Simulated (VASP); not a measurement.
# What spin-orbit coupling changes in PIr2, part 3 of 4

Aim: run bands, DOS and a relaxation of PIr2 twice, without and with spin-orbit coupling. All runs use LDA. Left out of this account: 1 further run (fields: a reference on another mesh). The start is a cell from a database of measured crystal structures.

VASP 6.6.1, plane waves and PAW; the level of theory is named at each step.

Still holding for the runs below: This run has no spin polarisation. Its electron count is odd, so without a moment it is a metal by construction.

So far. Step 3 (Bands along the symmetry lines (LDA + SOC)): There is no gap at this level. Without the coupling there was no gap either. The run took 4.4 times the core time, with 34 spinor bands against 24. Step 4 (Density of states (LDA)): Of the states within 0.3 eV of the Fermi level, the largest shares in the PAW spheres are Ir d 73 % and Ir p 11 %. The rest lies in smaller channels or between the spheres.

## Step 5: Total and projected DOS (LDA + SOC)

This step: LDA, spin-orbit coupling; plane waves and PAW (P, Ir) (VASP 6.6.1).

Here the states are counted by energy and projected on the atoms.

The input, INCAR:

```
SYSTEM = PIr2
PREC = Accurate
ENCUT = 400
EDIFF = 1E-06
NELM = 100
ISMEAR = -5
SIGMA = 0.05
LREAL = .FALSE.
ALGO = Normal
GGA = CA
LNONCOLLINEAR = .TRUE.
MAGMOM = 0 0 0 0 0 0 0 0 0
NBANDS = 34
GGA_COMPAT = .FALSE.
LASPH = .TRUE.
LSORBIT = .TRUE.
LMAXMIX = 4
LORBIT = 11
LWAVE = .FALSE.
LCHARG = .FALSE.
KPAR = 4
NEDOS = 2001
```

The input, POSCAR:

```
PIr2
1.0
    0.0000000000      2.7675000000      2.7675000000
    2.7675000000      0.0000000000      2.7675000000
    2.7675000000      2.7675000000      0.0000000000
P Ir
1 2
Direct
    0.0000000000      0.0000000000      0.0000000000
    0.2500000000      0.2500000000      0.2500000000
    0.7500000000      0.7500000000      0.7500000000
```

The input, KPOINTS:

```
Automatic mesh
0
Gamma
8 8 8
0 0 0
```

Potentials, in the order of the species: P and Ir (LDA family, release 64).

Run with:

```bash
mpirun -np 4 vasp_ncl
```

Output:

```text
[... set-up lines as in an earlier step ...]
 entering main loop
       N       E                     dE             d eps       ncg     rms          rms(c)
DAV:   1     0.189620674178E+03    0.18962E+03   -0.84412E+03  1972   0.106E+03
DAV:   2    -0.173773520764E+02   -0.20700E+03   -0.19168E+03  1976   0.359E+02
DAV:   3    -0.293891483871E+02   -0.12012E+02   -0.11326E+02  2476   0.895E+01
DAV:   4    -0.298267396102E+02   -0.43759E+00   -0.43375E+00  2520   0.170E+01
DAV:   5    -0.298443608968E+02   -0.17621E-01   -0.17560E-01  2562   0.318E+00    0.280E+01
DAV:   6    -0.288501620498E+02    0.99420E+00   -0.25758E+00  2926   0.192E+01    0.125E+01
DAV:   7    -0.287453675794E+02    0.10479E+00   -0.11142E-01  2388   0.299E+00    0.727E+00
DAV:   8    -0.287195205237E+02    0.25847E-01   -0.15873E-02  2370   0.757E-01    0.269E+00
DAV:   9    -0.287136725787E+02    0.58479E-02   -0.36886E-03  2466   0.456E-01    0.495E-01
DAV:  10    -0.287135801319E+02    0.92447E-04   -0.95585E-04  2228   0.207E-01    0.152E-01
DAV:  11    -0.287135305938E+02    0.49538E-04   -0.14815E-04  2514   0.161E-01    0.326E-02
DAV:  12    -0.287135240434E+02    0.65504E-05   -0.27614E-05  2452   0.385E-02    0.144E-02
DAV:  13    -0.287135239122E+02    0.13122E-06   -0.61352E-07  1784   0.720E-03
   1 F= -.28713524E+02 E0= -.28713524E+02  d E =0.000000E+00  mag=     0.0000    -0.0000     0.0000
 [... a notice as in an earlier step ...]
```

The job ended after 24 s (4 MPI ranks of Intel Xeon Platinum 8375C at 2.90GHz (Ice Lake), shared host; peak memory 0.9 GiB; 92 s of CPU time).

Parts of OUTCAR (step 5):

```text
   NELECT =      23.0000    total number of electrons

 E-fermi :   9.8745

 k-point     1 :       0.0000    0.0000    0.0000
  band No.  band energies     occupation
    ...
     14       9.0970      1.00000
     15       9.0970      1.00000
     16       9.0970      1.00000
     17       9.7925      1.00000
     18       9.7925      1.00000
     19      10.2806      0.00000
     20      10.2806      0.00000
     21      11.3881      0.00000
     22      11.3881      0.00000
     23      11.3881      0.00000
    ...

  Total       -0.6981039     -0.6981039     -0.6981039     -0.0000000     -0.0000000      0.0000000
  in kB      -26.3838262    -26.3838262    -26.3838262     -0.0000000     -0.0000000      0.0000000
  external PRESSURE =     -26.3838262 kB  Pullay stress =       0.0000000 kB

 POSITION                                       TOTAL-FORCE (eV/Angst)
 -----------------------------------------------------------------------------------
      0.00000      0.00000      0.00000         0.000000     -0.000000     -0.000000
      1.38375      1.38375      1.38375        -0.000000     -0.000000      0.000000
      4.15125      4.15125      4.15125        -0.000000      0.000000     -0.000000
 -----------------------------------------------------------------------------------
    total drift:                                0.000000     -0.000000     -0.000000

  FREE ENERGIE OF THE ION-ELECTRON SYSTEM (eV)
  ---------------------------------------------------
  free  energy   TOTEN  =       -28.7135239122 eV

  energy  without entropy=      -28.7135239122  energy(sigma->0) =      -28.71352391

 Spin-Orbit-Coupling matrix elements
 Ion:    1  E_soc:     -0.0021587
 Ion:    2  E_soc:     -0.6968589
 Ion:    3  E_soc:     -0.6968589

 magnetization (x)
# of ion       s       p       d       tot
------------------------------------------
    1        0.000   0.000   0.000   0.000
    2        0.000   0.000   0.000   0.000
    3        0.000  -0.000   0.000   0.000
--------------------------------------------------
tot          0.000  -0.000   0.000   0.000

 magnetization (y)
# of ion       s       p       d       tot
------------------------------------------
    1        0.000   0.000   0.000   0.000
    2        0.000   0.000   0.000   0.000
    3        0.000  -0.000   0.000   0.000
--------------------------------------------------
tot          0.000  -0.000   0.000   0.000

 magnetization (z)
# of ion       s       p       d       tot
------------------------------------------
    1        0.000   0.000   0.000   0.000
    2        0.000   0.000  -0.000  -0.000
    3        0.000   0.000  -0.000  -0.000
--------------------------------------------------
tot          0.000   0.000  -0.000  -0.000

[... 8 parts as in an earlier step ...]

[... 9 further parts left out ...]
```

At this level the cell is under a tension of 2.6 GPa, so at these settings it is away from equilibrium.

Numbers from this step:

```yaml
scf_cycles: 13
bands: 34
free_energy_toten: -28.71 eV
fermi_energy: 9.874 eV
pressure: -2.638 GPa
dos_at_the_fermi_level: 1.120 states/eV/cell
```

On-site spin-orbit energy by atom:

| atom | on-site spin-orbit energy (eV) |
| --- | --- |
| P1 | -0.002 |
| Ir2 | -0.697 |
| Ir3 | -0.697 |

The density of states has structure finer than the step of the table below, so its rows give means over 0.5 eV, whole bins alone (the curve runs from -12.0 to 1.42 eV). Peaks (eV: height): total -4.73: 5.76, -2.71: 4.32, -2.32: 7.57, -0.76: 4.31; Ir d -4.81: 4.08, -2.71: 3.59, -2.32: 6.26, -1.85: 3.53; Ir p -6.75: 0.3, -4.73: 0.447, -4.11: 0.458, -0.76: 0.290; Ir s -7.77: 0.860, -6.75: 0.333, -2.32: 0.199; P p -7.92: 0.607, -6.75: 0.772, -4.11: 0.236, -2.32: 0.120.

States under -12.0 eV and over 1.4 eV are left out. Density of states against energy, zero at the Fermi level; means over each step; values in states/eV/cell:

| energy (eV) | total | Ir d | Ir p | Ir s | P p | P s |
| --- | --- | --- | --- | --- | --- | --- |
| -9.5 | 0 | 0 | 0 | 0 | 0 | 0 |
| -9.0 | 0.126 | 0.0326 | 0.00141 | 0.0443 | 0.0205 | 7.1e-4 |
| -8.5 | 0.863 | 0.261 | 0.0233 | 0.243 | 0.140 | 0.00897 |
| -8.0 | 2.55 | 0.743 | 0.154 | 0.605 | 0.427 | 0.0265 |
| -7.5 | 0.766 | 0.265 | 0.0494 | 0.145 | 0.136 | 0.00187 |
| -7.0 | 2.40 | 1.06 | 0.164 | 0.255 | 0.460 | 0.00199 |
| -6.5 | 2.66 | 1.23 | 0.218 | 0.174 | 0.544 | 0.00110 |
| -6.0 | 2.03 | 1.12 | 0.150 | 0.0557 | 0.372 | 6.2e-4 |
| -5.5 | 1.70 | 1.25 | 0.0763 | 0.00689 | 0.146 | 8.2e-4 |
| -5.0 | 3.16 | 2.39 | 0.183 | 0.0182 | 0.0624 | 0.00674 |
| -4.5 | 3.55 | 2.55 | 0.290 | 0.0233 | 0.101 | 0.00944 |
| -4.0 | 2.42 | 1.72 | 0.222 | 0.0482 | 0.109 | 0.00210 |
| -3.5 | 0.775 | 0.588 | 0.0446 | 0.0392 | 0.0184 | 3.6e-4 |
| -3.0 | 2.33 | 1.87 | 0.0952 | 0.0406 | 0.0390 | 0.00293 |
| -2.5 | 4.19 | 3.47 | 0.124 | 0.0945 | 0.0680 | 0.00316 |
| -2.0 | 3.30 | 2.75 | 0.127 | 0.0676 | 0.0423 | 0.00233 |
| -1.5 | 3.02 | 2.46 | 0.168 | 0.0617 | 0.0331 | 0.0140 |
| -1.0 | 3.06 | 2.43 | 0.217 | 0.0621 | 0.0422 | 0.0196 |
| -0.5 | 2.29 | 1.83 | 0.173 | 0.0440 | 0.0326 | 0.0135 |
| 0.0 | 1.18 | 0.874 | 0.123 | 0.0311 | 0.0267 | 0.0114 |
| 0.5 | 0.678 | 0.431 | 0.0873 | 0.0333 | 0.0193 | 0.0213 |
| 1.0 | 0.465 | 0.243 | 0.0611 | 0.0392 | 0.0141 | 0.0325 |

The DOS at the Fermi level goes from 0.999 to 1.12 states/eV/cell, a number that is sensitive to the mesh. The run took 3.4 times the core time, with 34 spinor bands against 24. Of the states within 0.3 eV of the Fermi level, the largest shares in the PAW spheres are Ir d 75 % and Ir p 10 %. The rest lies in smaller channels or between the spheres.

## Step 6: Full relaxation (LDA)

This step: LDA; plane waves and PAW (P, Ir) (VASP 6.6.1).

Last, the cell itself: ISIF = 3 frees volume, shape and positions, first without the coupling.

The input, INCAR:

```
SYSTEM = PIr2
PREC = Accurate
ENCUT = 400
EDIFF = 1E-06
NELM = 100
ISMEAR = -1
SIGMA = 0.05
LREAL = .FALSE.
ALGO = Normal
GGA = CA
NBANDS = 17
LASPH = .TRUE.
LORBIT = 11
LWAVE = .FALSE.
LCHARG = .FALSE.
KPAR = 4
IBRION = 2
NSW = 60
ISIF = 3
EDIFFG = -0.01
```

POSCAR is that of step 5.

KPOINTS is that of step 5.

Run with:

```bash
mpirun -np 4 vasp_std
```

Output:

```text
[... set-up lines as in an earlier step ...]
 entering main loop
       N       E                     dE             d eps       ncg     rms          rms(c)
DAV:   1     0.162101144409E+03    0.16210E+03   -0.87489E+03   986   0.102E+03
DAV:   2    -0.198979330411E+02   -0.18200E+03   -0.17388E+03   988   0.329E+02
DAV:   3    -0.289944985959E+02   -0.90966E+01   -0.89373E+01  1328   0.747E+01
DAV:   4    -0.291554890810E+02   -0.16099E+00   -0.16060E+00  1190   0.106E+01
DAV:   5    -0.291594885958E+02   -0.39995E-02   -0.39962E-02  1398   0.152E+00    0.249E+01
DAV:   6    -0.281598396875E+02    0.99965E+00   -0.29366E+00  1448   0.192E+01    0.959E+00
DAV:   7    -0.280597933568E+02    0.10005E+00   -0.94149E-02  1188   0.244E+00    0.476E+00
DAV:   8    -0.280313759001E+02    0.28417E-01   -0.36124E-02  1159   0.108E+00    0.696E-01
DAV:   9    -0.280309589778E+02    0.41692E-03   -0.34600E-03  1205   0.428E-01    0.395E-01
DAV:  10    -0.280307488011E+02    0.21018E-03   -0.49174E-04  1313   0.260E-01    0.597E-02
DAV:  11    -0.280307302795E+02    0.18522E-04   -0.49800E-05  1266   0.655E-02    0.365E-02
DAV:  12    -0.280307288731E+02    0.14064E-05   -0.40616E-06  1307   0.121E-02    0.487E-03
DAV:  13    -0.280307287591E+02    0.11396E-06   -0.38857E-07   670   0.460E-03
   1 F= -.28030729E+02 E0= -.28027808E+02  d E =-.280307E+02
 curvature:   0.00 expect dE= 0.000E+00 dE for cont linesearch  0.000E+00
 trial: gam= 0.00000 g(F)=  0.179E-51 g(S)=  0.277E-01 ort = 0.000E+00 (trialstep = 0.100E+01)
 search vector abs. value=  0.277E-01
 bond charge predicted
       N       E                     dE             d eps       ncg     rms          rms(c)
DAV:   1    -0.281753168928E+02   -0.14459E+00   -0.53861E+00  1013   0.302E+01    0.508E+00
DAV:   2    -0.280149730002E+02    0.16034E+00   -0.44862E-01  1148   0.825E+00    0.897E-01
DAV:   3    -0.280038899964E+02    0.11083E-01   -0.22788E-02  1244   0.125E+00    0.405E-01
DAV:   4    -0.280019806288E+02    0.19094E-02   -0.65429E-03  1039   0.443E-01    0.123E-01
DAV:   5    -0.280019738560E+02    0.67729E-05   -0.59138E-04  1224   0.253E-01    0.101E-01
DAV:   6    -0.280019865324E+02   -0.12676E-04   -0.94841E-05  1290   0.100E-01    0.406E-02
DAV:   7    -0.280019920278E+02   -0.54955E-05   -0.16730E-05  1282   0.344E-02    0.970E-03
DAV:   8    -0.280019927593E+02   -0.73150E-06   -0.29669E-06  1016   0.136E-02
   2 F= -.28001993E+02 E0= -.27999319E+02  d E =0.287360E-01
 trial-energy change:    0.028736  1 .order    0.029680   -0.027726    0.087087
 step:   0.2508(harm=  0.2415)  dis= 0.00000  next Energy=   -28.034220 (dE=-0.349E-02)
 bond charge predicted
       N       E                     dE             d eps       ncg     rms          rms(c)
DAV:   1    -0.281326060493E+02   -0.13061E+00   -0.30074E+00  1014   0.225E+01    0.326E+00
DAV:   2    -0.280414197009E+02    0.91186E-01   -0.27458E-01  1155   0.646E+00    0.855E-01
DAV:   3    -0.280353445583E+02    0.60751E-02   -0.12156E-02  1130   0.865E-01    0.448E-01
DAV:   4    -0.280342684419E+02    0.10761E-02   -0.43947E-03  1078   0.368E-01    0.114E-01
DAV:   5    -0.280342525234E+02    0.15919E-04   -0.44483E-04  1247   0.195E-01    0.687E-02
DAV:   6    -0.280342583898E+02   -0.58664E-05   -0.11319E-04  1342   0.116E-01    0.295E-02
DAV:   7    -0.280342555645E+02    0.28253E-05   -0.20951E-05  1413   0.535E-02    0.523E-03
DAV:   8    -0.280342553992E+02    0.16528E-06   -0.15568E-06   641   0.109E-02
   3 F= -.28034255E+02 E0= -.28031398E+02  d E =-.352664E-02
 curvature:  -0.12 expect dE=-0.351E-06 dE for cont linesearch -0.351E-06
 trial: gam=-0.01013 g(F)=  0.503E-50 g(S)=  0.291E-05 ort = 0.284E-03 (trialstep = 0.850E+00)
 search vector abs. value=  0.405E-09
 reached required accuracy - stopping structural energy minimisation
```

It took 13 s on 4 MPI ranks; peak memory 0.61 GiB; 47 s of CPU time.

OUTCAR, selected parts (step 6):

```text
   k-points           NKPTS =     29   k-points in BZ     NKDIM =     29   number of bands    NBANDS=     17

   NELECT =      23.0000    total number of electrons

 E-fermi :  10.0252

 k-point     1 :       0.0000    0.0000    0.0000
  band No.  band energies     occupation
    ...
      5       3.9521      2.00000
      6       3.9521      2.00000
      7       9.4648      1.99997
      8       9.4648      1.99997
      9       9.4648      1.99997
     10      10.4452      0.00045
     11      11.6430      0.00000
     12      11.6430      0.00000
     13      14.4760      0.00000
     14      14.4760      0.00000
    ...

  Total       -0.0077628     -0.0077628     -0.0077628      0.0000000     -0.0000000     -0.0000000
  in kB       -0.2960923     -0.2960923     -0.2960923      0.0000000     -0.0000000     -0.0000000
  external PRESSURE =      -0.2960923 kB  Pullay stress =       0.0000000 kB

 POSITION                                       TOTAL-FORCE (eV/Angst)
 -----------------------------------------------------------------------------------
      0.00000      0.00000      0.00000        -0.000000     -0.000000     -0.000000
      1.37952      1.37952      1.37952         0.000000      0.000000      0.000000
      4.13856      4.13856      4.13856         0.000000     -0.000000     -0.000000
 -----------------------------------------------------------------------------------
    total drift:                                0.000000      0.000000     -0.000000

  FREE ENERGIE OF THE ION-ELECTRON SYSTEM (eV)
  ---------------------------------------------------
  free  energy   TOTEN  =       -28.0342553992 eV

  energy  without entropy=      -28.0285406461  energy(sigma->0) =      -28.03139802

 reached required accuracy - stopping structural energy minimisation

[... 6 parts as in an earlier step ...]

[... 10 further parts left out ...]
```

CONTCAR:

```
PIr2
   1.00000000000000
    -0.0000000000000000    2.7590395811761845    2.7590395811761845
     2.7590395811761845   -0.0000000000000000    2.7590395811761845
     2.7590395811761845    2.7590395811761845   -0.0000000000000000
  P               Ir
     1     2
Direct
     0.0000000000000000    0.0000000000000000    0.0000000000000000
     0.2500000000000000    0.2500000000000000    0.2500000000000000
     0.7500000000000000    0.7500000000000000    0.7500000000000000
```

The run keeps the 48 symmetry operations of its start, so it cannot find a distortion of lower symmetry.

The steps of the relaxation:

| step | energy less that of the first step (eV) | largest force (eV/Å) | pressure (GPa) | volume (Å³) |
| --- | --- | --- | --- | --- |
| 1 | 0.0000 | 0.0000 | -2.87 | 42.39 |
| 2 | 0.0287 | 0.0000 | 9.34 | 40.86 |
| 3 | -0.0035 | 0.0000 | -0.03 | 42.01 |

| conventional cell, symmetrised | before | after | change |
| --- | --- | --- | --- |
| a (Å) | 5.535 | 5.518 | -0.3 % |
| b (Å) | 5.535 | 5.518 | -0.3 % |
| c (Å) | 5.535 | 5.518 | -0.3 % |
| volume (Å³/atom) | 14.13 | 14.00 | -0.9 % |

The relaxed structure:

```cif
data_structure
_symmetry_space_group_name_H-M 'P 1'
_symmetry_Int_Tables_number 1
_cell_length_a 3.9019
_cell_length_b 3.9019
_cell_length_c 3.9019
_cell_angle_alpha 60.000
_cell_angle_beta 60.000
_cell_angle_gamma 60.000
_cell_volume 42.01
loop_
_atom_site_label
_atom_site_type_symbol
_atom_site_fract_x
_atom_site_fract_y
_atom_site_fract_z
_atom_site_occupancy
P1 P 0.00000 0.00000 0.00000 1
Ir2 Ir 0.25000 0.25000 0.25000 1
Ir3 Ir 0.75000 0.75000 0.75000 1
```

Numbers from this step:

```yaml
bands: 17
free_energy_toten: -28.03 eV
energy_at_zero_smearing: -28.03 eV
fermi_energy: 10.03 eV
pressure: -0.02961 GPa
scf_cycles_over_all_ionic_steps: 29
```

It ends with forces that vanish by symmetry and a pressure of -0.03 GPa.

[end of part 3 of 4]

[Lines on the potential files, build, host, timing and source positions are cut from VASP's logs without a mark.]

[Logs are printed without paths, hosts, clocks, repeated set-up lines and the standing remarks that a program may print on its own settings, such as how far it seeks lower states.]

[Hosts, paths, dates, database ids (printed as entryN), source tags and the programs' standing remarks are cut or masked in the printed files.]

[A measured line is paired with the nearest computed mode of its activity, which favours agreement.]
